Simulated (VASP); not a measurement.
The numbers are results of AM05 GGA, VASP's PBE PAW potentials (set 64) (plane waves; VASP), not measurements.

VASP input:

INCAR:
```
SYSTEM = In
PREC = Accurate; ENCUT = 520; LREAL = .FALSE.
LASPH = .TRUE.
EDIFF = 1E-7; NELM = 100; ALGO = Normal
LMAXMIX = 4
ISMEAR = -5
GGA = AM
ISIF = 2
LWAVE = .FALSE.; LCHARG = .TRUE.; LORBIT = 11
NEDOS = 601
```

### POSCAR
```
In
1
   -1.6070272420     1.6070272420     2.4738321878
    1.6070272420    -1.6070272420     2.4738321878
    1.6070272420     1.6070272420    -2.4738321878
In
1
Direct
  0.0000000000   0.0000000000   0.0000000000
```

### KPOINTS
```
Automatic mesh
0
G
  18 18 18
0 0 0
```

POTCAR, in this order: In_d (PBE.64 set). Program: vasp_std.

Output of the run:

### OUTCAR
```
 ion  position               nearest neighbor table
   1  0.000  0.000  0.000-
  LATTYP: Found a body centered tetragonal cell.
 ALAT       =     3.2140544840
 C/A-ratio  =     1.5393841020
 Subroutine PRICEL returns:
 Original cell was already a primitive cell.
 Subroutine GETGRP returns: Found 16 space group operations
The static configuration has the point symmetry D_4h.
The dynamic configuration has the point symmetry D_4h.
 Subroutine INISYM returns: Found 16 space group operations
 Subroutine IBZKPT returns following result:
 Found    480 irreducible k-points:

 Following reciprocal coordinates:
            Coordinates               Weight
  0.000000  0.000000  0.000000      1.000000
  0.055556  0.000000 -0.000000      8.000000
  0.111111  0.000000 -0.000000      8.000000
  0.166667  0.000000 -0.000000      8.000000
  0.222222 -0.000000  0.000000      8.000000
  0.277778  0.000000 -0.000000      8.000000
  0.333333 -0.000000  0.000000      8.000000
  0.388889  0.000000 -0.000000      8.000000
  0.444444 -0.000000  0.000000      8.000000
  0.500000  0.000000 -0.000000      4.000000
  0.055556  0.055556  0.000000      8.000000
  0.111111  0.055556  0.000000     16.000000
  0.166667  0.055556  0.000000     16.000000
  0.222222  0.055556 -0.000000     16.000000
  0.277778  0.055556  0.000000     16.000000
  0.333333  0.055556  0.000000     16.000000
  0.388889  0.055556  0.000000     16.000000
  0.444444  0.055556 -0.000000     16.000000
  0.500000  0.055556  0.000000     16.000000
 -0.444444  0.055556 -0.000000     16.000000
 -0.388889  0.055556  0.000000     16.000000
 -0.333333  0.055556  0.000000     16.000000
 -0.277778  0.055556 -0.000000     16.000000
 -0.222222  0.055556  0.000000     16.000000
...
```

### OSZICAR
```
       N       E                     dE             d eps       ncg     rms          rms(c)
DAV:   1     0.705733182907E+02    0.70573E+02   -0.65713E+03  9628   0.165E+03
DAV:   2    -0.272509912500E-01   -0.70601E+02   -0.69711E+02  9770   0.290E+02
DAV:   3    -0.268030737097E+01   -0.26531E+01   -0.26445E+01 11170   0.645E+01
DAV:   4    -0.273900342242E+01   -0.58696E-01   -0.58681E-01 12280   0.966E+00
DAV:   5    -0.274148181883E+01   -0.24784E-02   -0.24787E-02 11804   0.162E+00    0.232E+00
DAV:   6    -0.270929351796E+01    0.32188E-01   -0.63755E-02 11010   0.571E+00    0.112E+00
DAV:   7    -0.270326557994E+01    0.60279E-02   -0.17900E-02 11396   0.281E+00    0.284E-01
DAV:   8    -0.270277157794E+01    0.49400E-03   -0.86015E-04 12290   0.598E-01    0.309E-02
DAV:   9    -0.270277588741E+01   -0.43095E-05   -0.10469E-05 13056   0.476E-02    0.159E-02
DAV:  10    -0.270277774440E+01   -0.18570E-05   -0.17587E-06 10326   0.201E-02    0.125E-03
DAV:  11    -0.270277787993E+01   -0.13553E-06   -0.42851E-08  6734   0.331E-03    0.697E-04
DAV:  12    -0.270277788161E+01   -0.16801E-08   -0.23161E-08  5404   0.313E-03
   1 F= -.27027779E+01 E0= -.27027779E+01  d E =0.000000E+00
```

File OUTCAR:
```
------------------------ aborting loop because EDIFF is reached ----------------------------------------
  FORCE on cell =-STRESS in cart. coord.  units (eV):
  Direction    XX          YY          ZZ          XY          YZ          ZX
  --------------------------------------------------------------------------------------
  Total        0.0467730      0.0467730     -0.0149207      0.0000000     -0.0000000      0.0000000
  in kB        2.9324396      2.9324396     -0.9354550      0.0000000     -0.0000000      0.0000000
  external PRESSURE =       1.6431414 kB  Pullay stress =       0.0000000 kB
  volume of cell :       25.56
      direct lattice vectors                 reciprocal lattice vectors
    -1.607027242  1.607027242  2.473832188     0.000000000  0.311133494  0.202115569
     1.607027242 -1.607027242  2.473832188     0.311133494  0.000000000  0.202115569
     1.607027242  1.607027242 -2.473832188     0.311133494  0.311133494  0.000000000
 POSITION                                       TOTAL-FORCE (eV/Angst)
 -----------------------------------------------------------------------------------
      0.00000      0.00000      0.00000        -0.000000      0.000000      0.000000
 -----------------------------------------------------------------------------------
    total drift:                                0.000000     -0.000000      0.000000
  FREE ENERGIE OF THE ION-ELECTRON SYSTEM (eV)
  ---------------------------------------------------
  free  energy   TOTEN  =        -2.7027778816 eV

  energy  without entropy=       -2.7027778816  energy(sigma->0) =       -2.70277788

 total charge

# of ion       s       p       d       tot
------------------------------------------
    1        0.991   0.504   9.853  11.348
```
(Selected blocks of OUTCAR.)

For a metal the tetrahedron method with Blöchl corrections gives inexact stress and forces.

The compound is In in the bct structure. It was relaxed first.
